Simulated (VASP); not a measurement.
Write the native input for VASP 6.6.1 that does the following.

- Task: relaxation of cell and atoms
- Functional: PBE
- Potentials or basis: VASP PAW PBE potentials, release 64 (Sr_sv, Zr_sv, O)
- Cutoff: 520 eV
- k mesh: 3 × 3 × 4
- Occupations: gaussian, width 0.15 eV
- Spin: no spin polarisation
- Further INCAR settings: PREC = Normal; ALGO = Fast; EDIFF = 0.0001; IBRION = 2; EDIFFG = -0.08; NSW = 24; ISIF = 3

The structure of SrZr2O3 lies in POSCAR:

```
SrZr2O3
1.0
    5.3662608400      0.0000000000      0.0000000000
   -2.6831304200      4.6473182100      0.0000000000
    0.0000000000      0.0000000000      3.7593407900
Sr Zr O
1 2 3
Direct
    0.0000000000      0.0000000000      0.5000000000
    0.3333333300      0.6666666700      0.5000000000
    0.6666666700      0.3333333300      0.5000000000
    0.5000000000      0.0000000000      0.5000000000
    0.0000000000      0.5000000000      0.5000000000
    0.5000000000      0.5000000000      0.5000000000
```

The cell was built by a generator and needn't be a form met in nature.

These files were run (other wordings do the same):

INCAR

```
ALGO     = Fast           # electronic algorithm
EDIFF    = 1E-4           # SCF threshold, eV
EDIFFG   = -0.08          # ionic threshold
ENCUT    = 520            # plane-wave cutoff, eV
GGA      = PE             # functional
IBRION   = 2              # ionic algorithm
ISIF     = 3              # what is computed and relaxed
ISMEAR   = 0              # smearing method
KPAR     = 2            
LASPH    = T              # aspherical terms in the spheres
LCHARG   = F              # write CHGCAR
LREAL    = F              # projectors in reciprocal space
LWAVE    = F              # write WAVECAR
NELM     = 60             # most SCF steps
NSW      = 24             # ionic steps
PREC     = Normal         # precision mode
SIGMA    = 0.15           # smearing width, eV
```

KPOINTS

```
k-points
0
Gamma
  3 3 4
```

Potentials or basis: VASP PAW PBE potentials, release 64 (Sr_sv, Zr_sv, O).

Run with:

```console
$ cat potpaw_PBE.64/Sr_sv/POTCAR potpaw_PBE.64/Zr_sv/POTCAR potpaw_PBE.64/O/POTCAR > POTCAR
$ mpirun -np 2 vasp_std > vasp.out
```

It gave:

- Relaxed volume: 23.63 Å³/atom
- Relaxed cell: a = 6.730 Å, b = 6.730 Å, c = 3.614 Å, α = 90.00°, β = 90.00°, γ = 120.00°
- Space group after relaxing (to 0.05 Å): P6/mmm (No. 191)
- Energy gained by relaxing: 4609.4 meV/atom
- Ionic steps: 11
- Pressure after relaxing: 0.1 GPa
- Band gap on the k mesh: none (metal or under the smearing width)

Caveat: the k mesh is coarse (spacing up to 0.45 Å⁻¹), so the values aren't converged; the volume moved by over 15 % at a fixed basis, so the end points are rough.

Run time: 2.6 min on 2 MPI ranks on Intel(R) Xeon(R) 6975P-C (Granite Rapids) (shared host), peak memory 0.16 GiB a rank.
